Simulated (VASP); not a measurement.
# LiCr4FeO8 (F-43m) in VASP: further runs, part 2 of 2

VASP 6.6.1. Earlier steps stand in the parts before.

### Step 3. Single point, PBE+U, collinear spin, typed start

This run uses another cell than the first one, of 10.70 Å³/atom, 1.057 times its volume.

The input, INCAR:

```
SYSTEM = LiCr4FeO8
PREC = Accurate
ENCUT = 520
EDIFF = 1E-6
ISMEAR = 0
SIGMA = 0.05
LREAL = .False.
LASPH = .True.
NELM = 150
ALGO = Normal
ISIF = 2
LWAVE = .False.
LCHARG = .False.
ISPIN = 2
MAGMOM = 0 2.75 2.75 2.75 2.75 4.21 0 0 0 0 0 0 0 0
LORBIT = 11
LMAXMIX = 4
LDAU = .True.
LDAUTYPE = 2
LDAUL = -1 2 2 -1
LDAUU = 0 3.7 4 0
LDAUJ = 0 0 0 0
LDAUPRINT = 1
GGA = PE
NBANDS = 70
```

The input, KPOINTS:

```
Automatic mesh
0
Gamma
  4 4 4
  0 0 0
```

The input, POSCAR:

```
LiCr4FeO8
1.0
    0.0000000000      4.2154178454      4.2154178454
    4.2154178454      0.0000000000      4.2154178454
    4.2154178454      4.2154178454      0.0000000000
Li Cr Fe O
1 4 1 8
Direct
    0.0000000000      0.0000000000      0.0000000000
    0.6282681486      0.6282681486      0.6282681486
    0.6282681486      0.6282681486      0.1151955541
    0.6282681486      0.1151955541      0.6282681486
    0.1151955541      0.6282681486      0.6282681486
    0.2500000000      0.2500000000      0.2500000000
    0.8619330855      0.8619330855      0.8619330855
    0.8619330855      0.8619330855      0.4142007434
    0.8619330855      0.4142007434      0.8619330855
    0.4142007434      0.8619330855      0.8619330855
    0.3823786338      0.3823786338      0.3823786338
    0.3823786338      0.3823786338      0.8528640986
    0.3823786338      0.8528640986      0.3823786338
    0.8528640986      0.3823786338      0.3823786338
```

Potentials or basis: VASP PAW PBE potentials, release 64 (Li_sv, Cr_pv, Fe, O).

Run with:

```
$ cat potpaw_PBE.64/Li_sv/POTCAR potpaw_PBE.64/Cr_pv/POTCAR potpaw_PBE.64/Fe/POTCAR potpaw_PBE.64/O/POTCAR > POTCAR
$ mpirun -np 1 vasp_std > vasp.out
```

OUTCAR:

```text
SYSTEM = LiCr4FeO8
   PREC = Accurate
   ENCUT = 520
   EDIFF = 1E-6
   ISMEAR = 0
   LREAL = .False.
   LASPH = .True.
   NELM = 150
   ISIF = 2
   ISPIN = 2
   LORBIT = 11
   GGA = PE

 ion  position               nearest neighbor table
   1  0.000  0.000  0.000-   8 2.02   9 2.02  10 2.02   7 2.02
   2  0.628  0.628  0.628-   8 1.97   9 1.97  10 1.97  12 2.08  13 2.08  14 2.08   3 2.90   4 2.90
                             5 2.90   3 3.06   4 3.06   5 3.06
   3  0.628  0.628  0.115-   7 1.97   9 1.97  10 1.97  11 2.08  13 2.08  14 2.08   2 2.90   4 2.90
                             5 2.90   2 3.06   4 3.06   5 3.06
   4  0.628  0.115  0.628-   7 1.97   8 1.97  10 1.97  11 2.08  12 2.08  14 2.08   2 2.90   3 2.90
                             5 2.90   3 3.06   2 3.06   5 3.06
   5  0.115  0.628  0.628-   7 1.97   8 1.97   9 1.97  11 2.08  12 2.08  13 2.08   2 2.90   3 2.90
                             4 2.90   2 3.06   3 3.06   4 3.06
   6  0.250  0.250  0.250-  12 1.93  13 1.93  14 1.93  11 1.93
   7  0.862  0.862  0.862-   3 1.97   4 1.97   5 1.97   1 2.02
   8  0.862  0.862  0.414-   2 1.97   4 1.97   5 1.97   1 2.02
   9  0.862  0.414  0.862-   2 1.97   3 1.97   5 1.97   1 2.02
  10  0.414  0.862  0.862-   2 1.97   3 1.97   4 1.97   1 2.02
  11  0.382  0.382  0.382-   6 1.93   4 2.08   5 2.08   3 2.08
  12  0.382  0.382  0.853-   6 1.93   2 2.08   5 2.08   4 2.08
  13  0.382  0.853  0.382-   6 1.93   2 2.08   5 2.08   3 2.08
  14  0.853  0.382  0.382-   6 1.93   2 2.08   4 2.08   3 2.08

  LATTYP: Found a face centered cubic cell.
[... 1503 lines left out ...]
      5.37944      5.37944      7.26682        -0.180094     -0.180094      0.180094
      5.37944      7.26682      5.37944        -0.180094      0.180094     -0.180094
      7.26682      5.37944      5.37944         0.180094     -0.180094     -0.180094
      3.22377      3.22377      3.22377        -0.114255     -0.114255     -0.114255
      5.20706      5.20706      3.22377         0.114255      0.114255     -0.114255
      5.20706      3.22377      5.20706         0.114255     -0.114255      0.114255
      3.22377      5.20706      5.20706        -0.114255      0.114255      0.114255
 -----------------------------------------------------------------------------------
    total drift:                                0.000003      0.000003      0.000003

  FREE ENERGIE OF THE ION-ELECTRON SYSTEM (eV)
  ---------------------------------------------------
  free  energy   TOTEN  =      -104.2017837623 eV

  energy  without entropy=     -104.2017837623  energy(sigma->0) =     -104.20178376

 total charge

# of ion       s       p       d       tot
------------------------------------------
    1        2.019   0.051   0.000   2.070
    2        0.296   6.331   3.999  10.626
    3        0.296   6.331   3.999  10.626
    4        0.296   6.331   3.999  10.626
    5        0.296   6.331   3.999  10.626
    6        0.398   0.525   5.779   6.702
    7        1.559   3.494   0.000   5.053
    8        1.559   3.494   0.000   5.053
    9        1.559   3.494   0.000   5.053
   10        1.559   3.494   0.000   5.053
   11        1.553   3.492   0.000   5.045
   12        1.553   3.492   0.000   5.045
   13        1.553   3.492   0.000   5.045
   14        1.553   3.492   0.000   5.045
--------------------------------------------------
tot         16.049  53.844  21.775  91.669

 magnetization (x)

# of ion       s       p       d       tot
------------------------------------------
    1        0.001   0.002   0.000   0.003
    2        0.032   0.031   2.928   2.992
    3        0.032   0.031   2.928   2.992
    4        0.032   0.031   2.928   2.992
    5        0.032   0.031   2.928   2.992
    6        0.028   0.075   4.172   4.275
    7       -0.002  -0.033   0.000  -0.036
    8       -0.002  -0.033   0.000  -0.036
    9       -0.002  -0.033   0.000  -0.036
   10       -0.002  -0.033   0.000  -0.036
   11        0.004   0.098   0.000   0.102
   12        0.004   0.098   0.000   0.102
   13        0.004   0.098   0.000   0.102
   14        0.004   0.098   0.000   0.102
--------------------------------------------------
tot          0.165   0.460  15.885  16.510
```

stdout:

```text
POSCAR found type information on POSCAR LiCrFeO
 POSCAR found :  4 types and      14 ions
 scaLAPACK will be used
 LDA part: xc-table for (Slater+PW92), standard interpolation
 POSCAR, INCAR and KPOINTS ok, starting setup
 FFT: planning ... GRIDC
 FFT: planning ... GRID_SOFT
 FFT: planning ... GRID
 WAVECAR not read
 entering main loop
```

It took 2.3 min on 1 thread of Intel Xeon 6975P-C (Granite Rapids), shared host; peak memory 0.47 GiB.

Results:

```yaml
Free_energy: -104.2018 eV
Largest_force: 0.312 eV/Å
Band_gap_on_the_k_mesh: 1.28 eV, direct
Net_moment: 17.00 μB per cell
Site_moments: Li +0.00; Cr +2.99; Fe +4.28; O -0.04, +0.10 μB
Valence_electrons_inside_the_program's_atomic_spheres: Li 2.07; Cr 10.63; Fe 6.70; O 5.05, 5.04
```

Forces on the atoms (eV/Å):
```
Li   0.000  0.000  0.000
Cr  -0.091 -0.091 -0.091
Cr   0.091  0.091 -0.091
Cr   0.091 -0.091  0.091
Cr  -0.091  0.091  0.091
Fe   0.000  0.000  0.000
O    0.180  0.180  0.180
O   -0.180 -0.180  0.180
O   -0.180  0.180 -0.180
O    0.180 -0.180 -0.180
O   -0.114 -0.114 -0.114
O    0.114  0.114 -0.114
O    0.114 -0.114  0.114
O   -0.114  0.114  0.114
```

Eigenvalues of the final occupation matrices:
```csv
site,spin,trace,eigenvalues
site 2 d,1,3.48,0.31 0.31 0.95 0.95 0.95
site 2 d,2,0.55,0.04 0.04 0.05 0.21 0.21
site 3 d,1,3.48,0.31 0.31 0.95 0.95 0.95
site 3 d,2,0.55,0.04 0.04 0.05 0.21 0.21
site 4 d,1,3.48,0.31 0.31 0.95 0.95 0.95
site 4 d,2,0.55,0.04 0.04 0.05 0.21 0.21
site 5 d,1,3.48,0.31 0.31 0.95 0.95 0.95
site 5 d,2,0.55,0.04 0.04 0.05 0.21 0.21
site 6 d,1,4.99,0.98 0.98 1.01 1.01 1.01
site 6 d,2,0.81,0.09 0.09 0.21 0.21 0.21
```

Caveat: the cutoff is under 1.25 times the usual one of these potentials, so pressure, stress and relaxed cells hold a basis-set (Pulay) error. A k mesh can miss the band edges.
